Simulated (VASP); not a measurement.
These are PBE GGA, VASP's PBE PAW potentials (set 64) (plane waves; VASP) values and carry that method's errors.

Input for VASP

### KPOINTS
```
Automatic
0
G
  5 5 3
0 0 0
```

File POSCAR:
```
TePt
4.0552670
  1.0000000000   0.0000000000   0.0000000000
  0.0000000000   1.0000000000   0.0000000000
  0.0000000000   0.0000000000   1.7608071182
Pt Te
2 2
Cartesian
  0.0000000000   0.5000000000   0.0000000000
  0.5000000000   0.0000000000   0.8804035591
  0.0000000000   0.0000000000   0.4402017796
  0.0000000000   0.0000000000   1.3206053387
```

INCAR:
```
# general
SYSTEM  = TePt
PREC    = Accurate
ENCUT   = 400
LREAL   = .False.
LASPH   = .True.   # aspherical one-centre terms
NELECT  = 31.98

# electronic loop
EDIFF   = 1E-6   # SCF stop (eV)
NELM    = 100   # most electronic steps
ALGO    = Normal   # blocked Davidson
LMAXMIX = 6   # l cut-off of mixed one-centre charges

# smearing
ISMEAR  = 0
SIGMA   = 0.05

# functional
GGA     = PE   # PBE

# ions
ISIF    = 2   # forces and stress, cell fixed

# output
LWAVE   = .False.
LCHARG  = .False.
```

POTCAR, in this order: Pt Te (PBE.64 set). Program: vasp_std.

Output of the run:

File OUTCAR:
```
 ion  position               nearest neighbor table
   1  0.000  0.500  0.000-   3 2.70   4 2.70   3 2.70   4 2.70
   2  0.500  0.000  0.500-   3 2.70   4 2.70   3 2.70   4 2.70
   3  0.000  0.000  0.250-   1 2.70   2 2.70   1 2.70   2 2.70   4 3.57   4 3.57
   4  0.000  0.000  0.750-   1 2.70   2 2.70   1 2.70   2 2.70   3 3.57   3 3.57
  LATTYP: Found a simple tetragonal cell.
 ALAT       =     4.0552670000
 C/A-ratio  =     1.7608071182
 Subroutine PRICEL returns:
 Original cell was already a primitive cell.
 Subroutine GETGRP returns: Found 16 space group operations
The static configuration has the point symmetry D_2h.
 The point group associated with its full space group is D_4h.
The dynamic configuration has the point symmetry D_2h.
 Subroutine INISYM returns: Found 16 space group operations
 Subroutine IBZKPT returns following result:
 Found     12 irreducible k-points:

 Following reciprocal coordinates:
            Coordinates               Weight
  0.000000  0.000000  0.000000      1.000000
  0.200000  0.000000  0.000000      4.000000
  0.400000  0.000000  0.000000      4.000000
  0.200000  0.200000  0.000000      4.000000
  0.400000  0.200000  0.000000      8.000000
  0.400000  0.400000  0.000000      4.000000
  0.000000  0.000000  0.333333      2.000000
  0.200000  0.000000  0.333333      8.000000
  0.400000  0.000000  0.333333      8.000000
  0.200000  0.200000  0.333333      8.000000
  0.400000  0.200000  0.333333     16.000000
  0.400000  0.400000  0.333333      8.000000
   k-points           NKPTS =     12   k-points in BZ     NKDIM =     12   number of bands    NBANDS=     20
   number of dos      NEDOS =    301   number of ions     NIONS =      4
   total plane-waves  NPLWV =  37632
   dimension x,y,z NGX =    28 NGY =   28 NGZ =   48
   dimension x,y,z NGXF=    56 NGYF=   56 NGZF=   96
   ions per type =               2   2
   PREC   = accura    normal or accurate (medium, high low for compatibility)
   ISTART =      0    job   : 0-new  1-cont  2-samecut
...
```

OSZICAR:
```
       N       E                     dE             d eps       ncg     rms          rms(c)
DAV:   1     0.138741317354E+03    0.13874E+03   -0.11119E+04   480   0.106E+03
DAV:   2    -0.123394784619E+02   -0.15108E+03   -0.14394E+03   628   0.210E+02
DAV:   3    -0.196827279285E+02   -0.73432E+01   -0.70142E+01   584   0.470E+01
DAV:   4    -0.198674101108E+02   -0.18468E+00   -0.18375E+00   636   0.804E+00
DAV:   5    -0.198710137178E+02   -0.36036E-02   -0.36010E-02   556   0.104E+00    0.101E+01
DAV:   6    -0.195241455846E+02    0.34687E+00   -0.12121E+00   524   0.890E+00    0.580E+00
DAV:   7    -0.194319894685E+02    0.92156E-01   -0.25434E-01   524   0.398E+00    0.285E+00
DAV:   8    -0.194108950540E+02    0.21094E-01   -0.96516E-02   584   0.236E+00    0.616E-01
DAV:   9    -0.194107508395E+02    0.14421E-03   -0.34550E-03   540   0.397E-01    0.502E-01
DAV:  10    -0.194105763495E+02    0.17449E-03   -0.18733E-03   556   0.262E-01    0.515E-02
DAV:  11    -0.194105981647E+02   -0.21815E-04   -0.13883E-04   608   0.729E-02    0.292E-02
DAV:  12    -0.194106103424E+02   -0.12178E-04   -0.10943E-05   528   0.211E-02    0.189E-02
DAV:  13    -0.194106149112E+02   -0.45687E-05   -0.58704E-06   512   0.147E-02    0.210E-03
DAV:  14    -0.194106151994E+02   -0.28826E-06   -0.41543E-07   340   0.423E-03
   1 F= -.19410615E+02 E0= -.19410322E+02  d E =-.586819E-03
```

File OUTCAR:
```
------------------------ aborting loop because EDIFF is reached ----------------------------------------
  FORCE on cell =-STRESS in cart. coord.  units (eV):
  Direction    XX          YY          ZZ          XY          YZ          ZX
  --------------------------------------------------------------------------------------
  Total       -3.8738240     -3.8738240     -6.7560702     -0.0000000      0.0000000      0.0000000
  in kB      -52.8542992    -52.8542992    -92.1795515     -0.0000000      0.0000000      0.0000000
  external PRESSURE =     -65.9627166 kB  Pullay stress =       0.0000000 kB
  volume of cell :      117.43
      direct lattice vectors                 reciprocal lattice vectors
     4.055267000  0.000000000  0.000000000     0.246592888  0.000000000  0.000000000
     0.000000000  4.055267000  0.000000000     0.000000000  0.246592888  0.000000000
     0.000000000  0.000000000  7.140543000     0.000000000  0.000000000  0.140045372
 POSITION                                       TOTAL-FORCE (eV/Angst)
 -----------------------------------------------------------------------------------
      0.00000      2.02763      0.00000        -0.000000     -0.000000     -0.000000
      2.02763      0.00000      3.57027        -0.000000     -0.000000     -0.000000
      0.00000      0.00000      1.78514         0.000000      0.000000      0.000000
      0.00000      0.00000      5.35541        -0.000000      0.000000     -0.000000
 -----------------------------------------------------------------------------------
    total drift:                                0.000000      0.000000      0.000000
  FREE ENERGIE OF THE ION-ELECTRON SYSTEM (eV)
  ---------------------------------------------------
  free  energy   TOTEN  =       -19.4106151994 eV

  energy  without entropy=      -19.4100283808  energy(sigma->0) =      -19.41032179
```
(Selected blocks of OUTCAR.)

The cell is charged, with a uniform compensating background.

The structure was generated: TePt was put into the PtS type (P4_2/mmc), which need not be its known phase. The cell was not relaxed at this level. The k-mesh is coarse (spacing up to 0.31 per Å, 2π included), so the numbers may not be converged in it. The run is one of a series of settings (NELECT = 31.98 against the base run), some of them coarse on purpose.
